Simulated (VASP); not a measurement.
Runs of VASP 6.6.1 on Sr. The structure is cubic, space group Fm-3m (No. 225). Conventional cell: a = 6.022 Å, b = 6.022 Å, c = 6.022 Å, α = 90.00°, β = 90.00°, γ = 90.00°. Sr (site symmetry m-3m) is surrounded by 12 Sr at 4.26 Å. 

| level | potentials or basis | k mesh | cutoff (eV) | grid for exact exchange (PRECFOCK) | exchange at q = 0 | screening parameter | gap on the mesh (eV) | pressure (GPa) |
| --- | --- | --- | --- | --- | --- | --- | --- | --- |
| PBEsol | VASP PAW PBE potentials, release 64 (Sr_sv) | 12 × 12 × 12 | 450 | - | - | - | none | -0.6 |
| PBE0 | VASP PAW PBE potentials, release 64 (Sr_sv) | 7 × 7 × 7 | 450 | Fast | truncated | - | 0.36 | (a) |
| PBEsol | VASP PAW PBE potentials, release 64 (Sr_sv) | 12 × 12 × 12 | 300 | - | - | - | none | -0.7 |
| r2SCAN | VASP PAW PBE potentials, release 64 (Sr_sv) | 12 × 12 × 12 | 450 | - | - | - | none | 0.4 |
| LDA | VASP PAW LDA potentials, release 64 (Sr_sv) | 12 × 12 × 12 | 450 | - | - | - | none | (b) |
| PBEsol | VASP PAW PBE potentials, release 64 (Sr_sv) | 12 × 12 × 12 | 600 | - | - | - | none | -0.6 |
| HSE06 | VASP PAW PBE potentials, release 64 (Sr_sv) | 7 × 7 × 7 | 450 | Fast | - | 0.2 1/A | none | 0.7 |

Alike in all rows: task single point; no spin polarisation; cell as given; smearing methfessel-paxton 0.1 eV.

Question: Estimate the missing entries.

Answer: (a) 0.1; (b) -1.4.

Caveats: the PAW data sets were made with another functional, which shifts forces and pressure a little (some runs); an odd mesh through Γ misses points on the zone boundary, where band edges often lie (some runs).

A k mesh can miss the band edges, and the runs leave out spin-orbit coupling on Sr.

A gap of «none» marks a metal or a gap under the smearing width.

Runs at the PBE level aren't shown here.
